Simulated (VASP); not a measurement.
Computed with PBE GGA with D4 dispersion, VASP's PBE PAW potentials (set 64) (plane waves; VASP).

Input for VASP

### KPOINTS
```
Automatic mesh
0
Gamma
10 10 5
0 0 0
```

INCAR:
```
! general
SYSTEM = BN
PREC   = Accurate
ENCUT  = 520
LREAL  = .False.   ! projection in real space or not
LASPH  = .True.   ! aspherical one-centre terms

! electronic loop
EDIFF  = 1E-7
NELM   = 100   ! most electronic steps
ALGO   = Normal

! smearing
ISMEAR = 0
SIGMA  = 0.05   ! width (eV)

! functional
GGA    = PE
IVDW   = 13   ! D4

! ions
IBRION = 2   ! conjugate gradients
NSW    = 30   ! most ionic steps
ISIF   = 4   ! ions and shape, fixed volume
EDIFFG = -0.01

! output
LWAVE  = .False.
LCHARG = .False.
```

### POSCAR
```
BN
1.0
  1.2583967209  -2.1796072728   0.0000000000
  1.2583967209   2.1796072728   0.0000000000
  0.0000000000   0.0000000000   4.1620346261
B N
2 2
Cart
  1.2583967209  -0.7265372107   2.0819058121
  1.2583967209   0.7265372107   0.0008884991
  1.2583967209  -0.7265372107   3.6408917988
  1.2583967209   0.7265372107   1.5598744857
```

POTCAR, in this order: B N (PBE.64 set). Program: vasp_std.

Output of the run:

### OSZICAR
```
       N       E                     dE             d eps       ncg     rms          rms(c)
DAV:   1     0.500758486630E+02    0.50076E+02   -0.89596E+03  1024   0.131E+03
DAV:   2    -0.343443134872E+02   -0.84420E+02   -0.79807E+02  1388   0.274E+02
DAV:   3    -0.368154818660E+02   -0.24712E+01   -0.24632E+01  1336   0.488E+01
DAV:   4    -0.368285918405E+02   -0.13110E-01   -0.13101E-01  1296   0.370E+00
DAV:   5    -0.368287239981E+02   -0.13216E-03   -0.13214E-03  1296   0.355E-01    0.978E+00
DAV:   6    -0.349702641693E+02    0.18585E+01   -0.47431E+00  1264   0.183E+01    0.476E+00
DAV:   7    -0.348044015327E+02    0.16586E+00   -0.26854E-01  1188   0.507E+00    0.279E+00
DAV:   8    -0.347728680490E+02    0.31533E-01   -0.74705E-02  1164   0.261E+00    0.230E-01
DAV:   9    -0.347720820461E+02    0.78600E-03   -0.22212E-03  1324   0.500E-01    0.131E-01
DAV:  10    -0.347723141362E+02   -0.23209E-03   -0.34963E-04  1188   0.191E-01    0.250E-02
DAV:  11    -0.347723195646E+02   -0.54284E-05   -0.59138E-05  1304   0.680E-02    0.140E-02
DAV:  12    -0.347723204929E+02   -0.92831E-06   -0.84795E-06  1248   0.288E-02    0.200E-03
DAV:  13    -0.347723206145E+02   -0.12152E-06   -0.18198E-07   928   0.492E-03    0.460E-04
DAV:  14    -0.347723206193E+02   -0.48396E-08   -0.11913E-08   752   0.134E-03
   1 F= -.35754270E+02 E0= -.35754270E+02  d E =-.357543E+02
       N       E                     dE             d eps       ncg     rms          rms(c)
DAV:   1    -0.347722920610E+02    0.28553E-04   -0.18762E-02  1160   0.132E+00    0.261E-02
DAV:   2    -0.347723106427E+02   -0.18582E-04   -0.24569E-04  1248   0.156E-01    0.162E-02
DAV:   3    -0.347723064756E+02    0.41670E-05   -0.57428E-06  1296   0.270E-02    0.557E-03
DAV:   4    -0.347723063853E+02    0.90285E-07   -0.24225E-06  1276   0.146E-02    0.179E-03
DAV:   5    -0.347723063745E+02    0.10856E-07   -0.24035E-07  1076   0.529E-03
   2 F= -.35754243E+02 E0= -.35754243E+02  d E =0.270315E-04
       N       E                     dE             d eps       ncg     rms          rms(c)
DAV:   1    -0.347723589862E+02   -0.52601E-04   -0.59398E-03  1160   0.743E-01    0.146E-02
DAV:   2    -0.347723648362E+02   -0.58500E-05   -0.77888E-05  1236   0.879E-02    0.919E-03
DAV:   3    -0.347723635545E+02    0.12816E-05   -0.18628E-06  1292   0.154E-02    0.312E-03
DAV:   4    -0.347723635512E+02    0.32860E-08   -0.77414E-07  1248   0.822E-03
   3 F= -.35754308E+02 E0= -.35754308E+02  d E =-.373090E-04
```

OUTCAR:
```
------------------------ aborting loop because EDIFF is reached ----------------------------------------
  Edisp (eV):   -0.98194
  FORCE on cell =-STRESS in cart. coord.  units (eV):
  Direction    XX          YY          ZZ          XY          YZ          ZX
  --------------------------------------------------------------------------------------
  Total       1.77576     1.77576     1.79215     0.00000    -0.00000     0.00000
  in kB     124.61265   124.61268   125.76337     0.00000    -0.00000     0.00000
  external pressure =      125.00 kB  Pullay stress =        0.00 kB
  volume of cell :       22.83
      direct lattice vectors                 reciprocal lattice vectors
     1.258335565 -2.179501352 -0.000000000     0.397350289 -0.229410273  0.000000000
     1.258335565  2.179501352  0.000000000     0.397350289  0.229410273  0.000000000
     0.000000000  0.000000000  4.162439181     0.000000000 -0.000000000  0.240243751
  FREE ENERGIE OF THE ION-ELECTRON SYSTEM (eV)
  ---------------------------------------------------
  free  energy   TOTEN  =       -35.7543077126 eV

  energy  without entropy=      -35.7543077126  energy(sigma->0) =      -35.75430771

 reached required accuracy - stopping structural energy minimisation
```
(Selected blocks of OUTCAR.)

### CONTCAR
```
BN
   1.00000000000000
     1.2583355653830248   -2.1795013523761209   -0.0000000000000000
     1.2583355653830248    2.1795013523761209    0.0000000000000000
     0.0000000000000000    0.0000000000000000    4.1624391806654293
  B               N
     2     2
Direct
     0.6666669999999968    0.3333330000000032    0.5003604673656756
     0.3333330000000032    0.6666669999999968    0.0003604673656756
     0.6666669999999968    0.3333330000000032    0.8746395326343244
     0.3333330000000032    0.6666669999999968    0.3746395326343244
```

The compound is BN in the wurtzite structure, a metastable high-pressure form. This cell is one point of a volume scan, at 0.97 of the reference volume. Symmetry was kept, so distortions that lower it aren't found.
